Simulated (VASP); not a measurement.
Here is a VASP 6.6.1 calculation.

The input POSCAR:

```
MgGa15N16                               
1.0
    4.5482020000      4.5482020000     -4.5482020000
   -4.5482020000     -4.5482020000     -4.5482020000
   -4.5482020000      4.5482020000      4.5482020000
  Mg              Ga              N             
     1    15    16
Direct
     0.2500473468655720    0.7497667877296761    0.9998885440342764
     0.5016875622946191    0.5021027239919625    0.0002673454238740
     0.7499020532598539    0.2495112401216319    0.9996533061010744
     0.7500597967809068    0.7500222819836604    0.5003123160027372
     0.0020006261580142    0.7496840733076356    0.2513543543846413
     0.2499878584937469    0.5020421187298029    0.2514582623454313
     0.4980072460514894    0.2491482584878359    0.2478702780742107
     0.7493795693907233    0.9976202398711241    0.2478621075371957
     0.0027398940447505    0.0016502934256418    0.0002784040702954
     0.5017881457932054    0.7496362407854010    0.7526980793793355
     0.7509055009047043    0.4980979029445923    0.7483320295014247
     0.9985737662926776    0.4983926560956970    0.5004547131877767
     0.2501988184355140    0.2498630114362090    0.5001606496236006
     0.4971296206007690    0.9969281487699492    0.4989613650926095
     0.9984209255052140    0.2507549498088893    0.7482744620439773
     0.2499429604281248    0.0014164620007887    0.7524128433089252
     0.2502877408558549    0.0095794733935954    0.0001895621897049
     0.5097019521964572    0.7498233349872958    0.0003275117494726
     0.7508495744275397    0.4988284360391161    0.9997822239490507
     0.7488179124214291    0.9981477313696753    0.4990492178768691
     0.0018378220902726    0.0007004862137581    0.2508845934522573
     0.2495886097534130    0.7495045498585398    0.2591661939079625
     0.5009293725769415    0.5015876970545426    0.2510663098804795
     0.7492022515803155    0.2488652439296147    0.2481265621433325
     0.9993257443878333    0.2507870135151565    0.9998315703406128
     0.5004767003109900    0.0000927259621770    0.7516007874293741
     0.7512913732484592    0.7498808265892827    0.7496350826117967
     0.9991845901215880    0.7499703816362321    0.5009455609096175
     0.2502613673089724    0.4991465673309142    0.5010643981153693
     0.4983561945988292    0.2485915437983398    0.4990363661861779
     0.9905558232470855    0.4903885746771283    0.7401348978249409
     0.2500485495741389    0.2508823141541379    0.7493817813215966
```

File INCAR.step1:

```
PREC = Normal
ENCUT = 400
EDIFF = 1E-5
ISMEAR = 0
SIGMA = 0.01
LREAL = Auto
LASPH = T
NELM = 80
ALGO = Normal
ISIF = 2
LWAVE = T
ICORELEVEL = 1
NELECT = 278.0
GGA = PE
```

The input INCAR.step2:

```
PREC = Normal
ENCUT = 400
EDIFF = 1E-7
ISMEAR = 0
SIGMA = 0.01
LREAL = Auto
LASPH = T
NELM = 80
ALGO = Normal
ISIF = 2
LWAVE = F
LCHARG = F
GGA = PE
LHFCALC = T
HFSCREEN = 0.2
PRECFOCK = Fast
ICORELEVEL = 1
NELECT = 278.0
ISTART = 1
```

File KPOINTS:

```
regular mesh
0
Gamma
  1 1 1
```

Potentials or basis: VASP PAW PBE potentials, release 64 (Mg, Ga_d, N).

Command:

```console
$ cat potpaw_PBE.64/Mg/POTCAR potpaw_PBE.64/Ga_d/POTCAR potpaw_PBE.64/N/POTCAR > POTCAR
$ cp INCAR.step1 INCAR
$ mpirun -np 8 vasp_gam > vasp.out
$ cp INCAR.step2 INCAR
$ mpirun -np 8 vasp_gam > vasp.out
```

Question: Predict the largest force.

Answer: 0.157 eV/Å.

Question: What does it give for the band gap on the k mesh?

Answer: 3.00 eV, direct.

Core levels (eV, on the scale of the bands):
```tsv
atom	levels
1 Mg	1s -1247.0, 2s -67.8, 2p -34.5
2 Ga	1s -10216.4, 2s -1249.8, 2p -1086.3, 3s -136.6, 3p -87.4
3 Ga	1s -10216.5, 2s -1249.9, 2p -1086.3, 3s -136.7, 3p -87.5
4 Ga	1s -10216.5, 2s -1249.9, 2p -1086.3, 3s -136.7, 3p -87.5
5 Ga	1s -10216.4, 2s -1249.8, 2p -1086.3, 3s -136.6, 3p -87.4
6 Ga	1s -10216.4, 2s -1249.8, 2p -1086.3, 3s -136.6, 3p -87.4
```

Caveat: the cell is charged against a uniform background, so pressure and absolute levels hang on convention; the PAW data sets were made with another functional, which shifts forces and pressure a little.
